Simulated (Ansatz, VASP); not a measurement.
# Cross-check of Zr2Zn between VASP and Ansatz, part 2 of 2

Aim: how closely do two programs agree when they are given the same cell, functional and k mesh? The cell is taken from a series of runs on this material, whose earlier steps may have relaxed, scaled, displaced or heated it; both programs get it as it stands.

VASP 6.6.1 and Ansatz 0.2.0.

So far: Starting point; VASP: relaxation of cell and atoms, PBEsol.

### Step 3. Ansatz: relaxation of cell and atoms, PBEsol

Level of this step: Ansatz beside VASP: Kohn-Sham DFT, plane waves, PBEsol (Ansatz).

Ansatz runs on its PAW soft_1 files.

The same cell, functional, mesh and smearing now go to Ansatz, which takes its cutoff from its data sets.

Contents of input.yaml:

```yaml
crystal:
  lattice:
    - [-1.6282447819, 1.6282447819, 5.5707525047]
    - [1.6282447819, -1.6282447819, 5.5707525047]
    - [1.6282447819, 1.6282447819, -5.5707525047]
  atoms:
    - { symbol: Zr, position: [0.6559847031, 0.6559847031, 0.0] }
    - { symbol: Zr, position: [0.3440152969, 0.3440152969, 0.0] }
    - { symbol: Zn, position: [0.0, 0.0, 0.0] }
kpoints:
  mp_grid: { grid: [12, 12, 12] }
hamiltonian:
  xc: pbesol
  pseudopotentials: { kind: paw, azcp: { folder: soft_1 }, xc_functional: pbe }
scf:
  occupations: { method: methfessel_paxton, width: 0.2 }
output:
  forces: true
  stress: true
  eigenvalues: true
relax:
  adjacent_minimum: "off"
  f_tol: 0.001
  max_steps: 60
  cell: { stress_tol: 0.01 }
```

The run is started by

```console
$ ansatz run input.yaml --threads 4 --pin off --max-ram 12288MiB --backend cpu --events-out ev --progress --plain --runs-dir out
```

Numbers of over 12 decimals in the logs are rounded to 6 here.

Log:

```text
basis.fft_grid_basis auto: the FFT boxes are laid along the combinations [[1, 0, 1], [0, 1, 1], [0, 0, 1]] of the cell's own vectors, 3.256, 3.256 and 6.028 Å long. The dense box has 24×24×45 points. Along the cell's own vectors, as sized, it would have 45×45×45, 3.52 times as many. Of the 16 symmetry operations that the crystal satisfies within crystal.symmetry.tolerance (time reversal apart; of a slab, those that k [...]
Engine: ansatz 0.2.0, aarch64-unknown-linux-gnu
Pseudopotentials: kind: paw
Pseudopotential: Zr, paw, valence charge 12, recommended cutoff 420 eV (normal), soft_1/Zr.paw.azcp
Pseudopotential: Zn, paw, valence charge 12, recommended cutoff 420 eV (normal), soft_1/Zn.paw.azcp
Functional definition: PBEsol
  exchange = pbesol_x
  correlation = pbesol_c
Crystal: 3 atoms, lattice volume = 59.076 Å³
Basis set: ecut = 420 eV, 1159 PW (Γ), FFT grids on a1+a3, a2+a3, a3, exchange–correlation on 48×48×90 points (8 copies of the dense FFT grid, shifted against one another)
Bands: 22, of which v1, the nominal top of the filled ones, is band 18 counted from 1 (17 counted from 0)
Symmetry: 16 space group operations
Space group: I4/mmm (ITA 139), of the structure as read, at distance tolerance 3.9e-5 Å
k-points: 163 of 1728
Non-local potential: Zr, projectors of the file, l = 0: 3, l = 1: 2, l = 2: 2, l = 3: 1
Non-local potential: Zn, projectors of the file, l = 0: 2, l = 1: 2, l = 2: 3, l = 3: 1
PAW form: soft (Blöchl's): semilocal exchange-correlation on the pseudo side does not see the compensation charge
PAW frozen core: Zr, regenerated for the run's functional, and the local potential with it (the file was generated under x = pbe(κ = 0.804, μ = 0.219515), c = pbe(β = 0.066725))
PAW frozen core: Zn, regenerated for the run's functional, and the local potential with it (the file was generated under x = pbe(κ = 0.804, μ = 0.219515), c = pbe(β = 0.066725))
PAW one-centre angular grid: Zr, 590 points (default); XC on 64 Gauss nodes
PAW one-centre angular grid: Zn, 590 points (default); XC on 64 Gauss nodes
Initial density: superposition of atomic densities (chi_scale 0.1, normalization cell, long waves kept (reshape's long-wave potential 0.01 eV rms))
Initial wavefunctions: pseudopotential atomic-orbital guess
Functional: x = pbesol(κ = 0.804, μ = 0.123457), c = pbesol(β = 0.046)
SCF iter   1: F=—  HF=-11541.044506 eV  |F-HF|=—  |Δ(HF+E_count)|=         —  Δρ=1.34e-1  dr2=1.33e1  ethr=3.10e-3  ⟨swp⟩=5.1  Hψ=16130  notcnv=0
preconditioner: auto → Kerker (q_TF=auto, 2.512 Å⁻¹)  [metal: Δε(μ)=0.011 eV  Ē_g=13.000 eV  σ=0.200 eV  W_gap=0.05  n_scr=12 (ndim 8)  ℏωp=27.3 eV  f_vac=0.000  D(μ)=4.34/eV (n_scr^D=50)]
SCF iter   2: F=—  HF=-11539.540250 eV  |F-HF|=—  |Δ(HF+E_count)|=    1.50e0  S|Δr|=    0.00e0  Δρ=4.67e-2  dr2=3.59e0  ethr=3.10e-3  ⟨swp⟩=2.0  Hψ=7133  notcnv=0
SCF iter   3: F=—  HF=-11538.973421 eV  |F-HF|=—  |Δ(HF+E_count)|=   5.67e-1  S|Δr|=    0.00e0  Δρ=3.25e-2  dr2=1.01e0  ethr=3.10e-3  ⟨swp⟩=2.1  Hψ=6820  notcnv=0
SCF iter   4: F=—  HF=-11538.765270 eV  |F-HF|=—  |Δ(HF+E_count)|=   2.08e-1  S|Δr|=    0.00e0  Δρ=5.08e-3  dr2=3.43e-2  ethr=2.81e-3  ⟨swp⟩=2.0  Hψ=6451  notcnv=0
SCF iter   5: F=—  HF=-11538.757825 eV  |F-HF|=—  |Δ(HF+E_count)|=   7.44e-3  S|Δr|=    0.00e0  Δρ=2.90e-3  dr2=3.09e-3  ethr=9.52e-5  ⟨swp⟩=2.0  Hψ=6369  notcnv=0
SCF iter   6: F=—  HF=-11538.757145 eV  |F-HF|=—  |Δ(HF+E_count)|=   6.80e-4  S|Δr|=    0.00e0  Δρ=8.22e-4  dr2=2.25e-4  ethr=8.58e-6  ⟨swp⟩=2.0  Hψ=5078  notcnv=0
SCF iter   7: F=—  HF=-11538.757105 eV  |F-HF|=—  |Δ(HF+E_count)|=   4.04e-5  S|Δr|=    0.00e0  Δρ=2.67e-4  dr2=3.02e-5  ethr=6.24e-7  ⟨swp⟩=2.0  Hψ=4435  notcnv=0
SCF iter   8: F=—  HF=-11538.757096 eV  |F-HF|=—  |Δ(HF+E_count)|=   9.21e-6  S|Δr|=    0.00e0  Δρ=5.41e-5  dr2=1.39e-6  ethr=8.39e-8  ⟨swp⟩=2.0  Hψ=4578  notcnv=0
SCF iter   9: F=-11538.757095 eV  HF=-11538.757095 eV  |F-HF|=3.79e-8  |Δ(HF+E_count)|=   3.29e-7  S|Δr|=    0.00e0  Δρ=9.83e-6  dr2=3.92e-8  ethr=2.78e-10  ⟨swp⟩=3.5  Hψ=15779  notcnv=0
the search or the solves at the SCF's close seem to have found levels that the self-consistency loop had missed (the run counts 1). By its estimate they hold under 1e-12 electrons; where the run keeps them, the occupations were computed again with them
SCF 1 converged in 9 iterations: F = -11538.757095 eV  dr2 = 3.92e-8
  greatest PAW one-centre occupation: 0.996 electrons in one spin orbital (limit 2), on the Zr atom at site 1 (counted from 0), in its partial waves of l = 0
[...]
Initial density: handed on by an earlier stage of this run
Initial wavefunctions: those handed on with the density
iter 1 solved again at ethr=1.17e-7 eV; its pass at ethr=3.10e-3 eV (dr2=4.19e-5 eV) is discarded
SCF iter   1: F=—  HF=-11538.757101 eV  |F-HF|=—  |Δ(HF+E_count)|=         —  Δρ=1.21e-4  dr2=3.96e-5  ethr=1.17e-7  ⟨swp⟩=2.0  Hψ=17657  notcnv=0
preconditioner: auto → Kerker (q_TF=auto, 2.512 Å⁻¹)  [metal: Δε(μ)=0.005 eV  Ē_g=14.217 eV  σ=0.200 eV  W_gap=0.02  n_scr=12 (ndim 8)  ℏωp=27.3 eV  f_vac=0.000  D(μ)=3.67/eV (n_scr^D=32)]
SCF iter   2: F=—  HF=-11538.757094 eV  |F-HF|=—  |Δ(HF+E_count)|=   6.15e-6  S|Δr|=    0.00e0  Δρ=7.43e-5  dr2=1.72e-5  ethr=1.10e-7  ⟨swp⟩=1.0  Hψ=3586  notcnv=0
SCF iter   3: F=—  HF=-11538.757090 eV  |F-HF|=—  |Δ(HF+E_count)|=   4.31e-6  S|Δr|=    0.00e0  Δρ=5.97e-5  dr2=9.69e-7  ethr=4.78e-8  ⟨swp⟩=2.1  Hψ=4653  notcnv=0
SCF iter   4: F=—  HF=-11538.757091 eV  |F-HF|=—  |Δ(HF+E_count)|=   4.99e-7  S|Δr|=    0.00e0  Δρ=9.22e-6  dr2=4.28e-8  ethr=2.69e-9  ⟨swp⟩=2.0  Hψ=4486  notcnv=0
SCF iter   5: F=—  HF=-11538.757091 eV  |F-HF|=—  |Δ(HF+E_count)|=  3.27e-10  S|Δr|=    0.00e0  Δρ=3.80e-6  dr2=6.39e-9  ethr=1.19e-10  ⟨swp⟩=2.2  Hψ=5704  notcnv=0
SCF iter   6: F=-11538.757091 eV  HF=-11538.757091 eV  |F-HF|=2.53e-10  |Δ(HF+E_count)|=   1.55e-9  S|Δr|=    0.00e0  Δρ=6.59e-7  dr2=2.79e-10  ethr=6.39e-12  ⟨swp⟩=4.0  Hψ=12931  notcnv=0
SCF 2 converged in 6 iterations: F = -11538.757091 eV  dr2 = 2.79e-10
relax step   2: F+E_penalty+E_count = -11538.75709061 eV  Δ(F+E_penalty+E_count) = +4.803e-6 eV  max|allowed force component| = 1.197e-2 eV/Å  Δτ_max = 0.0014 Å  P = -0.009 GPa  Ω = 59.063 Å³  energy of the carried Pulay correction = +2.089e-6 eV  (6 SCF iters, dr2 threshold 2.30e-9 eV, rejected (line search))
[...]
relax step   3: F+E_penalty+E_count = -11538.75710191 eV  Δ(F+E_penalty+E_count) = -6.505e-6 eV  max|allowed force component| = 5.374e-5 eV/Å  Δτ_max = 0.0005 Å  P = +0.001 GPa  Ω = 59.061 Å³  energy of the carried Pulay correction = +2.340e-6 eV  (8 SCF iters, accepted)
[...]
relax step   4: F+E_penalty+E_count = -11538.75709974 eV  Δ(F+E_penalty+E_count) = +2.169e-6 eV  max|allowed force component| = 5.455e-5 eV/Å  Δτ_max = 0.0000 Å  P = +0.001 GPa  Ω = 59.061 Å³  stress off target by 2.83e-3 GPa  SCF on the basis re-selected at this cell (its energy is not comparable with the rows above)  (5 SCF iters)
basis re-selected at this cell: Δ(F+E_penalty+E_count) = +2.169e-6 eV, ΔP = +0.000 GPa vs the last step (what re-selecting the basis moved, of the pressure what is left beyond the Pulay correction that the steps carried, after the strain that the cell walked since its last selection, with what the two solves' SCF thresholds leave and, on support functions, any second-order correction that the steps lacked; it is no m [...]
SCF converged after 5 iterations
Stability not checked: this state was not tested for a lower state beside it, because cold or Methfessel-Paxton smearing, or corrected tetrahedra, fill the levels in a way that the test cannot read (fill_not_monotonic; see scf.lower_state_search)
Free energy (F): -11538.757100 eV
Harris-Foulkes:  -11538.757100 eV  (|F-HF|=3.64e-12)
Internal energy: -11538.750143 eV  (E = F + TS)
E sigma→0 (E₀):  -11538.755361 eV
Entropy (-TS):   -0.006956 eV (-2.319 meV/atom)
Fermi energy:    13.673312 eV
--- Per-component energies (eV) ---
  E_band       = -116.272817
  E_kinetic    = 781.215137
  E_local      = -2981.149268  (includes V_loc(G=0)·N_el)
  E_nonlocal   = 968.181432
  E_hartree    = 1068.876273
  E_xc         = -386.105289
  E_vxc        = -417.457216  (∫ρ·V_xc dr)
  E_paw        = -7676.221219  (= ΣΔE_a)
  E_vpaw       = -604.815153  (= ΣTr[D̂ρ^β])
  E_aug_tail   = -0.000292  (compensation charges beyond the density's cutoff)
  E_ewald      = -3314.675715
  E_core_change = 1.128798  (= ΣΔE_core)
  E_smearing   = -0.006956  (= −TS)
  E_closure    = -0.000000  (closes the sum)
  Σ components = -11538.757100   (vs F -11538.757100, Δ=0.00e0)
--- Forces (eV/Å), atoms counted from 1 ---
  atom   1  Zr    -0.00000000    -0.00000000    -0.00005455
  atom   2  Zr     0.00000000     0.00000000     0.00005455
  atom   3  Zn     0.00000000     0.00000000     0.00000000
  max |Σ_I F_I| component: 1.73e-18 eV/Å
--- Stress (GPa, compression-positive) ---
        0.002833       0.000000      -0.000000
        0.000000       0.002833      -0.000000
        0.000000       0.000000      -0.002107
  P = ⅓ Tr σ = 0.0012 GPa (0.012 kbar)
--- Band table (eV; the first three rows and the last of 163) ---
  k-point 0: bands = [... 14 lower, 10.3184, 11.9208, 12.4904, 13.7624, 15.4161, 15.4161, 15.7217, 15.9805]
  k-point 1: bands = [... 14 lower, 10.5747, 12.0931, 12.4429, 13.7031, 14.8812, 15.1267, 15.2771, 16.0122]
  k-point 2: bands = [... 14 lower, 11.2582, 12.2808, 12.5373, 13.4708, 14.3948, 14.7037, 15.0087, 15.4863]
  k-point 162: bands = [... 14 lower, 8.9838, 11.8893, 11.8899, 13.9257, 14.5016, 14.5016, 16.6743, 16.9007]
--- Relaxed structure (3 steps of the walk, 2 accepted, 1 SCFs on fresh bases) ---
  F+E_penalty+E_count = -11538.75709974 eV   max|allowed force component| = 5.455e-5 eV/Å   (the final SCF, on the basis selected at the relaxed cell)
  cell:  # Å, volume = 59.0610 Å³
    - [-1.628138, 1.628138, 5.570045]
    - [1.628138, -1.628138, 5.570045]
    - [1.628138, 1.628138, -5.570045]
  atoms:
    - { symbol: Zr, position: [0.655940, 0.655940, 0] }
    - { symbol: Zr, position: [0.344060, 0.344060, 0] }
    - { symbol: Zn, position: [0, 0, 0] }
```

Reading the cycles: dr2 is the Hartree energy of the density residual (eV), the measure of convergence; HF is the Harris–Foulkes estimate of the energy, which meets the free energy F at convergence.

### Step 4. Side by side

Known differences besides the potentials themselves: the cutoff is 420 eV in Ansatz and 500 eV in VASP; Ansatz makes its cores anew for this functional, VASP keeps those of its PBE data sets; Ansatz adds a Pulay correction to the stress that steers its cell, VASP none. Total energies have different zeros and are not compared.

Compared:

```csv
quantity,Ansatz,VASP,difference
volume (Å³),59.06,59.14,-0.13 %
"edge a after relaxation, in the typed setting (Å)",6.027,6.030,-0.05 %
```

### Step 5. Summary of results

- difference in volume (relaxation of cell and atoms, PBEsol): -0.13 %

**Reading.** The difference in volume is -0.13 % (relaxation of cell and atoms, PBEsol), within the 1.2 % picked in this series as the mark of a large difference, as far as the stopping tolerances let one tell. How closely two codes agree says nothing of how well the functional describes the real material.

[Lines on the potential files, build, host, timing and source positions are cut from VASP's logs without a mark.]

[Logs are printed without paths, hosts, clocks, repeated set-up lines and the standing remarks that a program may print on its own settings, such as how far it seeks lower states.]

[Hosts, paths, dates, database ids (printed as entryN), source tags and the programs' standing remarks are cut or masked in the printed files.]
